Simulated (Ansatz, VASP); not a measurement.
**Cross-check of Bi (Bismuth) between VASP and Ansatz**

Wanted: the spread between two codes on one cell, functional and k mesh. The cell is taken from a series of runs on this material, whose earlier steps may have relaxed, scaled, displaced or heated it; both programs get it as it stands.

Method: plane waves, with VASP 6.6.1 beside it; zone-centre phonons at LDA, in Ansatz 0.2.0.

**1. Set-up**

Symmetry: R-3m, No. 166, trigonal system. Conventional cell: a = 4.545 Å, b = 4.545 Å, c = 11.041 Å, α = 90.00°, β = 90.00°, γ = 120.00°. Nearest to Bi lie 6 Bi at 3.07 to 3.35 Å.

**2. Ansatz: zone-centre phonons, LDA**

Ansatz runs on its PAW soft_1 files.

Second derivatives magnify differences that forces hide, and they need a tight electronic threshold.

Contents of input.yaml:

```yaml
crystal:
  lattice:
    - [2.2726509844, 1.3121156576, 3.6802150834]
    - [-2.2726509844, 1.3121156576, 3.6802150834]
    - [0.0, -2.6242313152, 3.6802150834]
  atoms:
    - { symbol: Bi, position: [0.2388648931, 0.2388648928, 0.2388648931] }
    - { symbol: Bi, position: [0.7611351069, 0.7611351072, 0.7611351069] }
kpoints:
  mp_grid: { grid: [12, 12, 12] }
hamiltonian:
  xc: lda
  pseudopotentials: { kind: paw, azcp: { folder: soft_1 }, xc_functional: pbe }
scf:
  occupations: { method: methfessel_paxton, width: 0.2 }
output:
  eigenvalues: true
phonons:
  method: dfpt
```

The run is started by

```sh
$ ansatz run input.yaml --threads 4 --pin off --max-ram 10240MiB --backend cpu --events-out ev --progress --plain --runs-dir out
```

Numbers of over 12 decimals in the logs are rounded to 6 here.

Output:

```text
Engine: ansatz 0.2.0, aarch64-unknown-linux-gnu
Pseudopotentials: kind: paw
Pseudopotential: Bi, paw, valence charge 15, recommended cutoff 420 eV (normal), soft_1/Bi.paw.azcp
Functional definition: SPW92
  exchange = slater_x
  correlation = pw_c
Crystal: 2 atoms, lattice volume = 65.846 Å³
Basis set: ecut = 420 eV, 1267 PW (Γ), exchange–correlation on 64×64×64 points (8 copies of the dense FFT grid, shifted against one another)
Bands: 19, of which v1, the nominal top of the filled ones, is band 15 counted from 1 (14 counted from 0)
Symmetry: 12 space group operations
k-points: 476 of 1728 (irreducible under 2 space group operations, time reversal used)
Non-local potential: Bi, projectors of the file, l = 0: 2, l = 1: 2, l = 2: 2, l = 3: 1
PAW form: soft (Blöchl's): semilocal exchange-correlation on the pseudo side does not see the compensation charge
PAW frozen core: Bi, regenerated for the run's functional, and the local potential with it (the file was generated under x = pbe(κ = 0.804, μ = 0.219515), c = pbe(β = 0.066725))
PAW one-centre angular grid: Bi, 590 points (default); XC on 64 Gauss nodes
Initial density: superposition of atomic densities (chi_scale 0.1, normalization cell)
Initial wavefunctions: pseudopotential atomic-orbital guess
Functional: x = slater, c = lda
SCF iter   1: F=—  HF=-24175.695525 eV  |F-HF|=—  |Δ(HF+E_count)|=         —  Δρ=1.12e-2  dr2=7.10e-2  ethr=3.10e-3  ⟨swp⟩=5.5  Hψ=43452  notcnv=0
preconditioner: auto → Kerker (q_TF=auto, 2.393 Å⁻¹)  [metal: Δε(μ)=0.070 eV  Ē_g=20.355 eV  σ=0.200 eV  W_gap=0.29  n_scr=14 (ndim 8)  ℏωp=25.1 eV  f_vac=0.000  D(μ)=0.24/eV (n_scr^D=0)]
SCF iter   2: F=—  HF=-24175.680029 eV  |F-HF|=—  |Δ(HF+E_count)|=   1.55e-2  S|Δr|=    0.00e0  Δρ=7.01e-3  dr2=2.92e-2  ethr=2.37e-4  ⟨swp⟩=1.0  Hψ=12852  notcnv=0
SCF iter   3: F=—  HF=-24175.673820 eV  |F-HF|=—  |Δ(HF+E_count)|=   6.21e-3  S|Δr|=    0.00e0  Δρ=1.03e-3  dr2=1.10e-3  ethr=9.73e-5  ⟨swp⟩=2.0  Hψ=16184  notcnv=0
SCF iter   4: F=—  HF=-24175.673684 eV  |F-HF|=—  |Δ(HF+E_count)|=   1.36e-4  S|Δr|=    0.00e0  Δρ=3.27e-4  dr2=1.09e-4  ethr=3.66e-6  ⟨swp⟩=3.0  Hψ=16767  notcnv=0
SCF iter   5: F=—  HF=-24175.673685 eV  |F-HF|=—  |Δ(HF+E_count)|=   1.34e-6  S|Δr|=    0.00e0  Δρ=1.54e-4  dr2=1.90e-5  ethr=3.63e-7  ⟨swp⟩=2.0  Hψ=14075  notcnv=0
SCF iter   6: F=—  HF=-24175.673679 eV  |F-HF|=—  |Δ(HF+E_count)|=   5.75e-6  S|Δr|=    0.00e0  Δρ=1.93e-5  dr2=3.23e-7  ethr=6.33e-8  ⟨swp⟩=2.0  Hψ=16190  notcnv=0
SCF iter   7: F=—  HF=-24175.673677 eV  |F-HF|=—  |Δ(HF+E_count)|=   2.57e-6  S|Δr|=    0.00e0  Δρ=4.64e-6  dr2=2.23e-8  ethr=1.08e-9  ⟨swp⟩=2.0  Hψ=11569  notcnv=0
SCF iter   8: F=—  HF=-24175.673677 eV  |F-HF|=—  |Δ(HF+E_count)|=   4.03e-9  S|Δr|=    0.00e0  Δρ=1.41e-6  dr2=2.01e-9  ethr=7.44e-11  ⟨swp⟩=2.6  Hψ=16685  notcnv=0
SCF iter   9: F=—  HF=-24175.673677 eV  |F-HF|=—  |Δ(HF+E_count)|=  4.80e-10  S|Δr|=    0.00e0  Δρ=2.78e-7  dr2=9.53e-11  ethr=6.70e-12  ⟨swp⟩=3.0  Hψ=16525  notcnv=0
SCF iter  10: F=—  HF=-24175.673677 eV  |F-HF|=—  |Δ(HF+E_count)|=  1.09e-11  S|Δr|=    0.00e0  Δρ=1.02e-7  dr2=1.61e-11  ethr=1.00e-12  ⟨swp⟩=5.9  Hψ=40524  notcnv=0
SCF iter  11: F=-24175.673677 eV  HF=-24175.673677 eV  |F-HF|=7.28e-12  |Δ(HF+E_count)|=  7.28e-12  S|Δr|=    0.00e0  Δρ=3.48e-8  dr2=1.47e-12  ethr=1.00e-12  ⟨swp⟩=5.0  Hψ=34885  notcnv=0
SCF 1 converged in 11 iterations: F = -24175.673677 eV  dr2 = 1.47e-12
  greatest PAW one-centre occupation: 0.988 electrons in one spin orbital (limit 2), on the Bi atom at site 1 (counted from 0), in its partial waves of l = 2
DFPT response loops at Γ: preconditioner auto → Kerker (q_TF=auto, 2.393 Å⁻¹) (partly filled bands, converged f_vac=0.000); β = 1.00, the filter's whole step (`scf.mixing.beta` (0.50) is not read by the response loops under this deck's `scf.mixing.preconditioner`; to damp them name `kerker` or `kerker_dos`, under which they read `scf.mixing.beta`, and type it under 1.00, their step now; both keys bind the ground state too); Broyden in place of MSR1
SCF converged after 11 iterations
Stability not checked: this state was not tested for a lower state beside it, because cold or Methfessel-Paxton smearing, or corrected tetrahedra, fill the levels in a way that the test cannot read (fill_not_monotonic; see scf.lower_state_search)
Free energy (F): -24175.673677 eV
Harris-Foulkes:  -24175.673677 eV  (|F-HF|=7.28e-12)
Internal energy: -24175.676139 eV  (E = F + TS)
E sigma→0 (E₀):  -24175.674292 eV
Entropy (-TS):   0.002462 eV (1.231 meV/atom)
Fermi energy:    10.370714 eV
--- Per-component energies (eV) ---
  E_band       = -198.246405
  E_kinetic    = 511.598529
  E_local      = -2611.143956  (includes V_loc(G=0)·N_el)
  E_nonlocal   = 825.231047
  E_hartree    = 968.093884
  E_xc         = -302.042281
  E_vxc        = -263.865676  (∫ρ·V_xc dr)
  E_paw        = -20705.229943  (= ΣΔE_a)
  E_vpaw       = -596.254560  (= ΣTr[D̂ρ^β])
  E_aug_tail   = 0.000438  (compensation charges beyond the density's cutoff)
  E_ewald      = -2862.174214
  E_core_change = -0.009642  (= ΣΔE_core)
  E_smearing   = 0.002462  (= −TS)
  E_closure    = 0.000000  (closes the sum)
  Σ components = -24175.673677   (vs F -24175.673677, Δ=0.00e0)
--- Band table (eV; the first three rows and the last of 476) ---
  k-point 0: bands = [... 11 lower, 3.0480, 8.8905, 8.8905, 9.1487, 13.2876, 13.5944, 13.5944, 15.8814]
  k-point 1: bands = [... 11 lower, 2.8573, 8.9081, 8.9572, 9.1694, 13.0742, 13.2624, 13.3735, 15.5527]
  k-point 2: bands = [... 11 lower, 2.3444, 8.9642, 9.1032, 9.2406, 12.4258, 12.7143, 12.8354, 15.3876]
  k-point 475: bands = [... 11 lower, -0.0241, 9.3877, 9.7102, 9.7102, 10.5673, 10.5673, 10.6418, 18.1702]
--- Phonons (Γ-DFPT): 2 representative perturbations + reference, on 476 of 1728 k-points (Σ response iterations 4) ---
  k mesh reduced under 2 symmetry operations, with k and −k counted as one. Each operation leaves every solved perturbation unchanged. A smaller set is not used because it would not reduce the number of displacements times k-points to solve
  ASR residual: 3.882e-4 → 0.000e0 eV/Å²; symmetrization residual: 2.412e-5 eV/Å²
  ASR residual per site (eV/Å²): 3.88e-4 3.88e-4
  Γ frequencies (cm⁻¹): 0.00 0.00 0.00 46.34 46.34 92.34
  non-analytic LO–TO correction: not included (Born effective charges unavailable; polar crystals: no LO–TO splitting at Γ)
```

**3. VASP: zone-centre phonons, LDA**

The same cell, functional (in two slightly different forms), mesh and smearing now go to VASP, with its own data sets.

Lines of VASP's logs that name or quote its potential files are left out, and so is its time.

Contents of INCAR:

```
SYSTEM = Bi
PREC = Accurate
ENCUT = 500
EDIFF = 1E-08
NELM = 120
ISMEAR = 1
SIGMA = 0.2
LREAL = .FALSE.
ALGO = Normal
GGA = CA
NBANDS = 21
LORBIT = 11
LWAVE = .FALSE.
LCHARG = .FALSE.
ISIF = 2
IBRION = 8
LASPH = .TRUE.
GGA_COMPAT = .FALSE.
KPAR = 2
```

Contents of POSCAR:

```
Bi
1.0
    2.2726509844      1.3121156576      3.6802150834
   -2.2726509844      1.3121156576      3.6802150834
    0.0000000000     -2.6242313152      3.6802150834
Bi
2
Direct
    0.2388648931      0.2388648928      0.2388648931
    0.7611351069      0.7611351072      0.7611351069
```

Contents of KPOINTS:

```
Automatic mesh
0
Gamma
12 12 12
0 0 0
```

PAW data sets: Bi_d (LDA family, release 64).

The run is started by

```sh
$ mpirun -np 2 vasp_std
```

Output:

```text
[banner, memory and clock lines left out]
running    2 mpi-ranks, on    1 nodes
 distrk:  each k-point on    1 cores,    2 groups
 distr:  one band on    1 cores,    1 groups

 POSCAR found type information on POSCAR Bi
 POSCAR found :  1 types and       2 ions
 LDA part: xc-table for (Slater(with rela. corr.)+CA(PZ))
 , standard interpolation
 POSCAR, INCAR and KPOINTS ok, starting setup
 FFT: planning ... GRIDC
 FFT: planning ... GRID_SOFT
 FFT: planning ... GRID
 WAVECAR not read
 entering main loop
       N       E                     dE             d eps       ncg     rms          rms(c)
DAV:   1     0.303257540876E+03    0.30326E+03   -0.16107E+04  7938   0.171E+03
DAV:   2     0.163888203493E+02   -0.28687E+03   -0.28067E+03  8003   0.444E+02
DAV:   3    -0.823747929471E+01   -0.24626E+02   -0.24282E+02  9464   0.147E+02
DAV:   4    -0.909233254320E+01   -0.85485E+00   -0.85426E+00  9354   0.300E+01
DAV:   5    -0.913263291792E+01   -0.40300E-01   -0.40299E-01 11228   0.581E+00    0.103E+00
DAV:   6    -0.911881448236E+01    0.13818E-01   -0.19427E-02 10379   0.155E+00    0.593E-01
DAV:   7    -0.911255741038E+01    0.62571E-02   -0.11294E-02 10491   0.125E+00    0.106E-01
DAV:   8    -0.911244670792E+01    0.11070E-03   -0.11512E-03  9193   0.441E-01    0.144E-02
DAV:   9    -0.911244837095E+01   -0.16630E-05   -0.55486E-05 10743   0.777E-02    0.666E-03
DAV:  10    -0.911244856427E+01   -0.19332E-06   -0.39325E-06 11158   0.178E-02    0.147E-03
DAV:  11    -0.911244859083E+01   -0.26560E-07   -0.17857E-07  9952   0.334E-03    0.428E-04
DAV:  12    -0.911244859469E+01   -0.38640E-08   -0.14277E-08  6871   0.131E-03
   1 F= -.91124486E+01 E0= -.91132842E+01  d E =0.250676E-02
 Linear response reoptimize wavefunctions to high precision
DAV:   1    -0.911244859462E+01    0.70486E-10   -0.34821E-09  6349   0.662E-04
DAV:   2    -0.911244859469E+01   -0.67303E-10   -0.62402E-10  5024   0.271E-04
 Linear response DOF=           2
 Linear response progress:
  Degree of freedom:   1/  2
       N       E                     dE             d eps       ncg     rms          rms(c)
RMM:   1    -0.331161635177E+00   -0.33116E+00    0.22783E-01 48331   0.841E+00
RMM:   2    -0.339960610216E+00   -0.87990E-02   -0.20737E-02 62295   0.120E+00    0.476E-02
RMM:   3    -0.340203725962E+00   -0.24312E-03   -0.17445E-03 66843   0.338E-01    0.269E-02
RMM:   4    -0.340130339722E+00    0.73386E-04   -0.13960E-04 69079   0.105E-01    0.618E-03
RMM:   5    -0.340141992380E+00   -0.11653E-04   -0.17928E-05 65005   0.346E-02    0.233E-03
RMM:   6    -0.340146086169E+00   -0.40938E-05   -0.33048E-06 69185   0.151E-02    0.101E-03
RMM:   7    -0.340143516539E+00    0.25696E-05   -0.77156E-07 67599   0.509E-03    0.310E-04
RMM:   8    -0.340139834544E+00    0.36820E-05    0.96344E-07 69695   0.191E-03    0.115E-04
RMM:   9    -0.340137905282E+00    0.19293E-05    0.11886E-06 69878   0.830E-04    0.273E-05
RMM:  10    -0.340137940230E+00   -0.34948E-07    0.66694E-07 72247   0.406E-04    0.217E-05
RMM:  11    -0.340137726105E+00    0.21413E-06    0.40263E-07 70549   0.241E-04    0.134E-05
RMM:  12    -0.340137148593E+00    0.57751E-06    0.25824E-07 68745   0.172E-04    0.829E-06
RMM:  13    -0.340137371793E+00   -0.22320E-06    0.86932E-08 65069   0.119E-04    0.319E-06
RMM:  14    -0.340137299049E+00    0.72744E-07    0.62215E-08 69972   0.917E-05    0.129E-06
RMM:  15    -0.340137261913E+00    0.37137E-07    0.21251E-08 76672   0.807E-05    0.254E-07
RMM:  16    -0.340137270462E+00   -0.85499E-08    0.15572E-08 76319   0.752E-05    0.533E-07
 first order change of Fermi-energy  -0.90316E-05
 force on displaced ion       1 direction 1 :  -0.875   0.000   0.000
 Linear response progress:
  Degree of freedom:   2/  2
       N       E                     dE             d eps       ncg     rms          rms(c)
RMM:   1    -0.330261501606E+00   -0.33026E+00    0.27667E-01 10504   0.860E+00
RMM:   2    -0.338935994889E+00   -0.86745E-02   -0.19825E-02 13581   0.119E+00    0.397E-02
RMM:   3    -0.339083890523E+00   -0.14790E-03   -0.16471E-03 14568   0.327E-01    0.220E-02
RMM:   4    -0.338919989885E+00    0.16390E-03   -0.13805E-04 14856   0.104E-01    0.539E-03
RMM:   5    -0.338929573550E+00   -0.95837E-05   -0.17217E-05 14779   0.321E-02    0.307E-03
RMM:   6    -0.338941665320E+00   -0.12092E-04   -0.30817E-06 14358   0.141E-02    0.791E-04
RMM:   7    -0.338943194873E+00   -0.15296E-05   -0.40378E-07 14729   0.452E-03    0.519E-04
RMM:   8    -0.338940756289E+00    0.24386E-05   -0.43026E-08 13633   0.168E-03    0.776E-05
RMM:   9    -0.338940285606E+00    0.47068E-06   -0.90687E-09 15344   0.751E-04    0.514E-05
RMM:  10    -0.338940044248E+00    0.24136E-06    0.51950E-09 14981   0.319E-04    0.313E-05
RMM:  11    -0.338939905869E+00    0.13838E-06    0.50318E-09 14925   0.188E-04    0.708E-06
RMM:  12    -0.338939908075E+00   -0.22066E-08    0.17346E-08 15716   0.126E-04    0.199E-06
 first order change of Fermi-energy   0.29726E+00
 force on displaced ion       1 direction 3 :   0.000  -0.000  -3.311
 Linear response finished
```

From OUTCAR (step 3):

```text
ion  position               nearest neighbor table
   1  0.239  0.239  0.239-   2 3.07   2 3.07   2 3.07   2 3.35   2 3.35   2 3.35
   2  0.761  0.761  0.761-   1 3.07   1 3.07   1 3.07   1 3.35   1 3.35   1 3.35

  LATTYP: Found a trigonal (rhomboedric) cell.
 ALAT       =     4.5200191433
 COS(alpha) =     0.4943908345

 Subroutine GETGRP returns: Found 12 space group operations
 (whereof 12 operations were pure point group operations)

The static configuration has the point symmetry D_3d.

 Found    189 irreducible k-points:

   k-points           NKPTS =    189   k-points in BZ     NKDIM =    189   number of bands    NBANDS=     21

   dimension x,y,z NGX =    36 NGY =   36 NGZ =   36
   dimension x,y,z NGXF=    72 NGYF=   72 NGZF=   72

   ENCUT  =  500.0 eV  36.75 Ry    6.06 a.u.   8.24  8.24  8.24*2*pi/ulx,y,z

   NELECT =      30.0000    total number of electrons

 k-points in reciprocal lattice and weights: Automatic mesh
   0.00000000  0.00000000  0.00000000       0.001
   0.08333333  0.00000000 -0.00000000       0.003
   0.16666667  0.00000000 -0.00000000       0.003
   0.25000000  0.00000000  0.00000000       0.003
   0.33333333  0.00000000 -0.00000000       0.003
   0.41666667  0.00000000  0.00000000       0.003
   0.50000000  0.00000000  0.00000000       0.002
   0.08333333  0.08333333 -0.00000000       0.003
   0.16666667  0.08333333  0.00000000       0.007
[...]
-0.41666667  0.50000000  0.41666667       0.003
   0.50000000  0.50000000  0.50000000       0.001

 average (electrostatic) potential at core
       1-104.0081       2-104.0081

  Total        0.0378311      0.0378311      0.6371196      0.0000000      0.0000000      0.0000000
  in kB        0.9205140      0.9205140     15.5025186      0.0000000      0.0000000      0.0000000
  external PRESSURE =       5.7811822 kB  Pullay stress =       0.0000000 kB

  energy-cutoff  :      500.00
  volume of cell :       65.85
      direct lattice vectors                 reciprocal lattice vectors
     2.272650984  1.312115658  3.680215083     0.220007385  0.127021323  0.090574416
    -2.272650984  1.312115658  3.680215083    -0.220007385  0.127021323  0.090574416
     0.000000000 -2.624231315  3.680215083     0.000000000 -0.254042646  0.090574416

 POSITION                                       TOTAL-FORCE (eV/Angst)
 -----------------------------------------------------------------------------------
      0.00000     -0.00000      2.63722         0.000000      0.000000      0.015424
     -0.00000      0.00000      8.40342         0.000000     -0.000000     -0.015424
 -----------------------------------------------------------------------------------
    total drift:                               -0.000000     -0.000000      0.000000

 Eigenvectors and eigenvalues of the dynamical matrix
 ----------------------------------------------------

   1 f  =    2.782984 THz    17.486003 2PiTHz   92.830345 cm-1    11.509491 meV
             X         Y         Z           dx          dy          dz
      0.000000 -0.000000  2.637223     0.000000    0.000000    0.707107
     -0.000000  0.000000  8.403423     0.000000   -0.000000   -0.707107

   2 f  =    1.430670 THz     8.989162 2PiTHz   47.721999 cm-1     5.916771 meV
             X         Y         Z           dx          dy          dz
      0.000000 -0.000000  2.637223     0.707107    0.000000    0.000000
     -0.000000  0.000000  8.403423    -0.707107    0.000000    0.000000

   3 f  =    1.430670 THz     8.989162 2PiTHz   47.721999 cm-1     5.916771 meV
             X         Y         Z           dx          dy          dz
      0.000000 -0.000000  2.637223     0.000000   -0.707107   -0.000000
     -0.000000  0.000000  8.403423     0.000000    0.707107   -0.000000

   4 f  =    0.000000 THz     0.000000 2PiTHz    0.000001 cm-1     0.000000 meV
             X         Y         Z           dx          dy          dz
      0.000000 -0.000000  2.637223     0.000000    0.227111   -0.669642
     -0.000000  0.000000  8.403423     0.000000    0.227111   -0.669642

   5 f  =    0.000000 THz     0.000000 2PiTHz    0.000000 cm-1     0.000000 meV
             X         Y         Z           dx          dy          dz
      0.000000 -0.000000  2.637223     0.707107    0.000000    0.000000
     -0.000000  0.000000  8.403423     0.707107    0.000000    0.000000

   6 f/i=    0.000000 THz     0.000000 2PiTHz    0.000000 cm-1     0.000000 meV
             X         Y         Z           dx          dy          dz
      0.000000 -0.000000  2.637223     0.000000    0.669642    0.227111
     -0.000000  0.000000  8.403423     0.000000    0.669642    0.227111

 ELASTIC MODULI CONTR FROM IONIC RELAXATION (kBar)
 Direction    XX          YY          ZZ          XY          YZ          ZX
 --------------------------------------------------------------------------------
 XX        -162.9837     79.6910    -75.7071      0.0000    273.9098     -0.0000
 YY          79.6910   -162.9837    -75.7071     -0.0000   -273.9098      0.0000
 ZZ         -75.7071    -75.7071   -137.6245     -0.0000      0.0000      0.0000
 XY           0.0000     -0.0000     -0.0000   -121.3374     -0.0000    271.2641
 YZ         273.9098   -273.9098      0.0000     -0.0000   -618.3302      0.0000
 ZX          -0.0000      0.0000      0.0000    271.2641      0.0000   -606.4432
 --------------------------------------------------------------------------------
```

**4. Differences**

Known differences besides the potentials themselves: the two LDA forms differ slightly; the cutoff is 420 eV in Ansatz and 500 eV in VASP; VASP's log shows a relativistic correction to its local exchange, Ansatz's none. Total energies have different zeros and are not compared.

Compared:

```tsv
quantity	Ansatz	VASP	difference
optical mode 1 to 2 (cm⁻¹)	46.3	47.7	-1.4
optical mode 3 (cm⁻¹)	92.3	92.8	-0.53 %
```

Modes are paired by rising frequency, not by their patterns, so a pair may set unlike modes beside each other; they are those without the splitting of longitudinal modes.

**5. Outcome**

* r.m.s. difference of the optical zone-centre modes, each program's sorted by frequency (zone-centre phonons, LDA): 1.2 cm⁻¹
* difference in optical mode 3 (zone-centre phonons, LDA): -0.5 %

In words: The r.m.s. difference of the optical zone-centre modes, each program's sorted by frequency is 1.2 cm⁻¹ (zone-centre phonons, LDA). Among the rows given in per cent, the largest difference of the zone-centre phonons, LDA pair is in optical mode 3, -0.5 %. Such differences can come from data sets, numerical settings and the points named under the comparisons, not from the functional's error against experiment.

[Lines on the potential files, build, host, timing and source positions are cut from VASP's logs without a mark.]

[Logs are printed without paths, hosts, clocks, repeated set-up lines and the standing remarks that a program may print on its own settings, such as how far it seeks lower states.]

[Hosts, paths, dates, database ids (printed as entryN), source tags and the programs' standing remarks are cut or masked in the printed files.]
